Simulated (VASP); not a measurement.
Computed with HSE06 screened hybrid, VASP's PBE PAW potentials (set 64) (plane waves; VASP 6.6.1).

Input for VASP

File POSCAR:
```
C31Si32
1
    8.7583314355     0.0000000000     0.0000000000
    0.0000000000     8.7583314355     0.0000000000
    0.0000000000     0.0000000000     8.7583314355
Si C
32 31
Direct
  0.4968481373   0.9974702550   0.9973453632
  0.7512769015   0.2512742470   0.9968946394
  0.7512399572   0.9971318524   0.2512524824
  0.9992708562   0.9982572538   0.9980783416
  0.2500912145   0.2492100732   0.9980548114
  0.4989955112   0.4982522719   0.9970500123
  0.7533236000   0.7521262504   0.9974262428
  0.2501591261   0.9981597173   0.2492951856
  0.4913302692   0.2419567386   0.2420794580
  0.7590879778   0.5075270076   0.2420638959
  0.4988972523   0.9971105637   0.4982977662
  0.7584205390   0.2426325720   0.5071439734
  0.7532004219   0.9977425813   0.7519227998
  0.0001284024   0.5004256179   0.9979365551
  0.2509829473   0.7513413219   0.9981920342
  0.0008916686   0.2510365357   0.2510185994
  0.2492331765   0.4985288727   0.2511083730
  0.4989712892   0.7525211007   0.2513400606
  0.9998466029   0.9983877069   0.5000457270
  0.2491436310   0.2510317504   0.4985120282
  0.4914842177   0.5074817536   0.5075927269
  0.7512898059   0.7526713680   0.4982373567
  0.2508277332   0.9982279243   0.7513046477
  0.4988295759   0.2513004002   0.7526637838
  0.7512646673   0.4984094410   0.7526652612
  0.0001207350   0.7515679313   0.2492763534
  0.0009819255   0.4987091026   0.4985412771
  0.2502218311   0.7515494379   0.5002124623
  0.9999472903   0.2494131043   0.7513473276
  0.2502193213   0.5004331087   0.7515898011
  0.4969570797   0.7521124026   0.7522023260
  0.9992739704   0.7515539619   0.7513375312
  0.6267493256   0.1251982623   0.1250860512
  0.8749592447   0.3735832530   0.1255630705
  0.8746361668   0.1260218627   0.3734023547
  0.1248166869   0.1246228846   0.1245858020
  0.3752818499   0.3760035117   0.1257520677
  0.6234719829   0.6243303508   0.1252516713
  0.8753135101   0.8748587361   0.1248987039
  0.3752461678   0.1257864041   0.3760821746
  0.8749470762   0.6239306046   0.3760430785
  0.6232720041   0.1254398629   0.6242580375
  0.8747717632   0.3762488841   0.6237288326
  0.8753268458   0.1250288756   0.8746619401
  0.1253936041   0.6249741060   0.1245924441
  0.3749415745   0.8746892131   0.1249337475
  0.1249574222   0.3748402741   0.3747997553
  0.3754044523   0.6237133231   0.3736273821
  0.6250545320   0.8748500293   0.3747767554
  0.1252044863   0.1246536855   0.6248437453
  0.3752012397   0.3735665098   0.6238551746
  0.6268949672   0.6245078430   0.6244566974
  0.8752985583   0.8749205685   0.6244830751
  0.3747918092   0.1248812603   0.8746473066
  0.6250710341   0.3747848998   0.8747921191
  0.8754129440   0.6247591282   0.8746774818
  0.1250917759   0.8748983686   0.3747881246
  0.1249210484   0.6250862766   0.6249612615
  0.3749205914   0.8748707637   0.6246435551
  0.1251353524   0.3748134118   0.8746757726
  0.3750269064   0.6246208568   0.8749489848
  0.6251808052   0.8748805435   0.8747067583
  0.1251556370   0.8747642190   0.8747528697
```

INCAR:
```
LASPH  =  .True.
GGA  =  PE   ! PBE
NELMIN  =  4
SYSTEM  =  C31Si32
AEXX  =  0.25
SIGMA  =  0.05   ! width (eV)
LREAL  =  Auto   ! projection in real space or not
ISMEAR  =  0   ! Gaussian
ENCUT  =  400
LHFCALC  =  .True.
HFSCREEN  =  0.2   ! 1/Angstrom
ISIF  =  0
NELM  =  50   ! most electronic steps
PRECFOCK  =  Fast
LCHARG  =  .False.
LWAVE  =  .False.
EDIFF  =  1E-5   ! SCF stop (eV)
ISYM  =  0
PREC  =  Normal
ALGO  =  Normal
```

**KPOINTS**
```
Automatic
0
gamma
 1 1 1
0 0 0
```

POTCAR, in this order: Si C (PBE.64 set). Program: vasp_gam. Read from the step before: WAVECAR.

The resulting files:

File OSZICAR:
```
       N       E                     dE             d eps       ncg     rms          rms(c)
DAV:   1    -0.541387823106E+03   -0.54139E+03   -0.96904E+00   316   0.785E+00    0.148E+01
DAV:   2    -0.541446771739E+03   -0.58949E-01   -0.27486E-01   354   0.121E+00    0.106E+01
DAV:   3    -0.541428565596E+03    0.18206E-01   -0.16181E-02   360   0.315E-01    0.628E+00
DAV:   4    -0.541422469887E+03    0.60957E-02   -0.51669E-03   360   0.158E-01    0.362E+00
DAV:   5    -0.541420523604E+03    0.19463E-02   -0.11509E-03   362   0.749E-02    0.207E+00
DAV:   6    -0.541419869904E+03    0.65370E-03   -0.32792E-04   346   0.438E-02    0.118E+00
DAV:   7    -0.541419661245E+03    0.20866E-03   -0.11366E-04   346   0.262E-02    0.668E-01
DAV:   8    -0.541419596196E+03    0.65049E-04   -0.25696E-05   218   0.135E-02    0.388E-01
DAV:   9    -0.541419576699E+03    0.19496E-04   -0.12320E-05   210   0.100E-02    0.219E-01
DAV:  10    -0.541419571887E+03    0.48127E-05   -0.35961E-06   202   0.548E-03
   1 F= -.54141957E+03 E0= -.54141957E+03  d E =-.295555E-11
```

### OUTCAR
```
------------------------ aborting loop because EDIFF is reached ----------------------------------------
  volume of cell :      671.84
      direct lattice vectors                 reciprocal lattice vectors
     8.758331436  0.000000000  0.000000000     0.114176999  0.000000000  0.000000000
     0.000000000  8.758331436  0.000000000     0.000000000  0.114176999  0.000000000
     0.000000000  0.000000000  8.758331436     0.000000000  0.000000000  0.114176999
  FREE ENERGIE OF THE ION-ELECTRON SYSTEM (eV)
  ---------------------------------------------------
  free  energy   TOTEN  =      -541.4195718867 eV

  energy  without entropy=     -541.4195718867  energy(sigma->0) =     -541.41957189

  exchange ACFDT corr.  =         0.00000000  see jH, gK, PRB 81, 115126
```
(Selected blocks of OUTCAR.)

The supercell is sampled at Γ alone, which is coarse: total energies, pressure and levels can be off, energies of defects by several tenths of an eV.

The cell is a supercell with a defect, built from SiC (zinc blende): vac_C. The cell's shape comes from a PBE relaxation. The run is not spin-polarised, so no state with unpaired spins was tried.
